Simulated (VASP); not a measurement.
# KPt (P-6m2) in VASP: equation of state

How stiff is KPt in PBE, and what volume does it want? The cell is scaled to several volumes.

All numbers are computed with VASP 6.6.1; they aren't measurements. Logs are shortened: lines on timing, memory, paths and dates and some standing lists are left out, and cuts for length are marked.

### 1 Starting point

Symmetry: P-6m2, No. 187, hexagonal system. The conventional cell has a = 3.001 Å, b = 3.001 Å, c = 5.346 Å, α = 90.00°, β = 90.00°, γ = 120.00°. Pt (site symmetry -6m2) has 6 Pt at 3.00 Å and 6 K at 3.19 Å as nearest neighbours. K (site symmetry -6m2) has 6 K at 3.00 Å and 6 Pt at 3.19 Å as nearest neighbours.

The cell comes from a database or a generator and needn't be the stable form of this composition.

### 2 Equation of state, PBE, 19.59 Å³/atom (volume scaled by 0.94)

Input file INCAR:

```
PREC = Accurate
ENCUT = 520
EDIFF = 1E-7
ISMEAR = -1
SIGMA = 0.05
LREAL = False
LASPH = True
NELM = 100
ALGO = Normal
ISIF = 2
LWAVE = False
LCHARG = False
GGA = PE
NBANDS = 16
```

Input file KPOINTS:

```
regular mesh
0
Gamma
  10 10 5
```

Input file POSCAR:

```
KPt
1.0
    2.9395883087      0.0000000000      0.0000000000
   -1.4697941543      2.5457581520      0.0000000000
    0.0000000000      0.0000000000      5.2364539519
Pt K
1 1
Direct
    0.6666666667      0.3333333333      0.0000000000
    0.0000000000      0.0000000000      0.5000000000
```

Potentials or basis: VASP PAW PBE potentials, release 64 (Pt, K_sv).

On the command line:

```
$ cat potpaw_PBE.64/Pt/POTCAR potpaw_PBE.64/K_sv/POTCAR > POTCAR
$ mpirun -np 1 vasp_std > vasp.out
```

OUTCAR:

```text
PREC = Accurate
   ENCUT = 520
   EDIFF = 1E-7
   ISMEAR = -1
   LREAL = False
   LASPH = True
   NELM = 100
   ISIF = 2
   GGA = PE

 Found     42 irreducible k-points:

 Following reciprocal coordinates:
            Coordinates               Weight
  0.000000  0.000000  0.000000      1.000000
  0.100000 -0.000000  0.000000      6.000000
  0.200000 -0.000000  0.000000      6.000000
  0.300000  0.000000  0.000000      6.000000
  0.400000  0.000000  0.000000      6.000000
  0.500000  0.000000  0.000000      3.000000
   k-points           NKPTS =     42   k-points in BZ     NKDIM =     42   number of bands    NBANDS=     16
   number of dos      NEDOS =    301   number of ions     NIONS =      2
   total plane-waves  NPLWV =  23040
   dimension x,y,z NGX =    24 NGY =   24 NGZ =   40
   dimension x,y,z NGXF=    48 NGYF=   48 NGZF=   80
   ions per type =               1   1
   NGX,Y,Z   is equivalent  to a cutoff of  13.57, 13.57, 12.70 a.u.
   NGXF,Y,Z  is equivalent  to a cutoff of  27.15, 27.15, 25.40 a.u.
 SYSTEM =  unknown system
   PREC   = accura    normal or accurate (medium, high low for compatibility)
   ISTART =      0    job   : 0-new  1-cont  2-samecut
   ICHARG =      2    charge: 1-file 2-atom 10-const
   ISPIN  =      1    spin polarized calculation?
   LNONCOLLINEAR =      F non collinear calculations
   LSORBIT =      F    spin-orbit coupling
   LASPH  =      T    aspherical Exc in radial PAW
   ENCUT  =  520.0 eV  38.22 Ry    6.18 a.u.   5.47  5.47  9.74*2*pi/ulx,y,z
   NELM   =    100;   NELMIN=  2; NELMDL= -5     # of ELM steps
   EDIFF  = 0.1E-06   stopping-criterion for ELM
   LREAL  =      F    real-space projection
   EDIFFG = 0.1E-05   stopping-criterion for IOM
   NSW    =      0    number of steps for IOM
   IBRION =     -1    ionic relax: 0-MD 1-quasi-New 2-CG
   NFREE  =      0    steps in history (QN), initial steepest desc. (CG)
   ISIF   =      2    stress and relaxation
   ISYM   =      2    0-nonsym 1-usesym 2-fastsym
   POTIM  = 0.5000    time-step for ionic-motion
   TEBEG  =    0.0;   TEEND  =   0.0 temperature during run
   PSTRESS=    0.0 pullay stress
   NELECT =      19.0000    total number of electrons
   NUPDOWN=      -1.0000    fix difference up-down
   EMIN   =  10.00;   EMAX   =-10.00  energy-range for DOS
   EFERMI =   0.00;   METHOD = LEGACY
   ISMEAR =    -1;   SIGMA  =   0.05  broadening in eV -4-tet -1-fermi 0-gaus
   EFERMI_NEDOS =   21; number of points for ismear=-14 and -15
   IALGO  =     38    algorithm
   IMIX   =      4    mixing-type and parameters
     AMIX     =   0.40;   BMIX     =  1.00
     AMIX_MAG =   1.60;   BMIX_MAG =  1.00
  volume/ion in A,a.u.               =      19.59       132.22
  Fermi-wavevector in a.u.,A,eV,Ry     =   1.286113  2.430401 22.505207  1.654086
  Thomas-Fermi vector in A             =   2.418207
   LORBIT       =      0    0 simple, 1 ext, 2 COOP (PROOUT), +10 PAW based schemes
   GGA     = PE    functional components
   LHFCALC =     F    Hartree Fock is set to
   AEXX    =    0.0000 exact exchange contribution
   IVDW    =     0    specifies the selected vdW correction
   LEPSILON=     F    determine dielectric tensor
   LRPA    =     F    only Hartree local field effects (RPA)
 non-spin polarized calculation
  energy-cutoff  :      520.00
  volume of cell :       39.19
 maximum number of plane-waves:      1087
 NGX is ok and might be reduce to    24
   NGX = 11   NGY = 11   NGZ = 19

 number of electron      18.9999998 magnetization

 Free energy of the ion-electron system (eV)
  ---------------------------------------------------
  ext. energy  EPLUGINS =         0.00000000
  ---------------------------------------------------
  free energy    TOTEN  =        -6.53757834 eV

  energy without entropy =       -6.52582174  energy(sigma->0) =       -6.53170004

 E-fermi :   6.0916     XC(G=0): -10.9383

 val. band max:        6.0701252142   @ k =   0.3000   0.1000   0.2000
 cond. band min:       6.1112413307   @ k =   0.3000   0.1000   0.4000
 fundamental gap:      0.0411161164
 Fermi energy:         6.0915949261

 k-point     1 :       0.0000    0.0000    0.0000
  band No.  band energies     occupation
      1     -26.3648      2.00000
      2      -9.6252      2.00000
      3      -8.5257      2.00000
      4      -8.5257      2.00000
      5      -0.7137      2.00000
      6       2.5603      2.00000
[... 8 lines left out ...]
     15      15.3578      0.00000
     16      15.3578      0.00000

 k-point     2 :       0.1000   -0.0000    0.0000
  band No.  band energies     occupation
      1     -26.3132      2.00000
      2      -9.5750      2.00000
      3      -8.8048      2.00000
      4      -8.5809      2.00000
      5      -0.3836      2.00000
      6       2.7032      2.00000
[... 8 lines left out ...]
     15      15.1805      0.00000
     16      15.2560      0.00000

 k-point     3 :       0.2000   -0.0000    0.0000
  band No.  band energies     occupation
      1     -26.1745      2.00000
      2      -9.4877      2.00000
      3      -9.4406      2.00000
      4      -8.7219      2.00000
      5       0.4972      2.00000
      6       2.9363      2.00000
[... 8 lines left out ...]
     15      15.0047      0.00000
     16      15.1417      0.00000

 k-point     4 :       0.3000    0.0000    0.0000
  band No.  band energies     occupation
      1     -25.9955      2.00000
      2     -10.2612      2.00000
      3      -9.2673      2.00000
      4      -8.8899      2.00000
      5       1.3224      2.00000
      6       3.1675      2.00000
[... 8 lines left out ...]
     15      14.7196      0.00000
     16      15.6229      0.00000

 k-point     5 :       0.4000    0.0000    0.0000
  band No.  band energies     occupation
      1     -25.8439      2.00000
      2     -10.8465      2.00000
      3      -9.1207      2.00000
      4      -9.0209      2.00000
      5       1.3918      2.00000
      6       2.7255      2.00000
[... 8 lines left out ...]
     15      15.5167      0.00000
     16      16.2458      0.00000

 k-point     6 :       0.5000    0.0000    0.0000
  band No.  band energies     occupation
      1     -25.7842      2.00000
      2     -11.0627      2.00000
      3      -9.0699      2.00000
      4      -9.0630      2.00000
      5       1.3324      2.00000
      6       2.5573      2.00000
[... 8 lines left out ...]
     15      15.9140      0.00000
     16      16.4980      0.00000

 [... further k-points ...]

------------------------ aborting loop because EDIFF is reached ----------------------------------------

  FORCE on cell =-STRESS in cart. coord.  units (eV):
  Direction    XX          YY          ZZ          XY          YZ          ZX
  --------------------------------------------------------------------------------------
  -------------------------------------------------------------------------------------
  Total        1.0956684      1.0956684      1.5599641      0.0000000     -0.0000000      0.0000000
  in kB       44.7969824     44.7969824     63.7799581      0.0000000     -0.0000000      0.0000000
  external PRESSURE =      51.1246410 kB  Pullay stress =       0.0000000 kB

 VOLUME and BASIS-vectors are now :
 -----------------------------------------------------------------------------
  energy-cutoff  :      520.00
  volume of cell :       39.19
      direct lattice vectors                 reciprocal lattice vectors
     2.939588309  0.000000000  0.000000000     0.340183691  0.196405145  0.000000000
    -1.469794154  2.545758152  0.000000000     0.000000000  0.392810291  0.000000000
     0.000000000  0.000000000  5.236453952     0.000000000  0.000000000  0.190968928

 POSITION                                       TOTAL-FORCE (eV/Angst)
 -----------------------------------------------------------------------------------
      1.46979      0.84859      0.00000         0.000000      0.000000      0.000000
      0.00000      0.00000      2.61823        -0.000000      0.000000      0.000000
 -----------------------------------------------------------------------------------
    total drift:                               -0.000000      0.000000      0.000000

  FREE ENERGIE OF THE ION-ELECTRON SYSTEM (eV)
  ---------------------------------------------------
  free  energy   TOTEN  =        -6.5375783423 eV

  energy  without entropy=       -6.5258217397  energy(sigma->0) =       -6.53170004
```

Run time: 18 s. Hardware: 1 thread of Intel Xeon 6975P-C (Granite Rapids), shared host; peak memory 0.17 GiB.

Results:

```yaml
Free_energy: -6.5376 eV
Pressure: 5.1 GPa
Band_gap_on_the_k_mesh: none (metal or under the smearing width)
```

(Continued in part 2 of 2.)
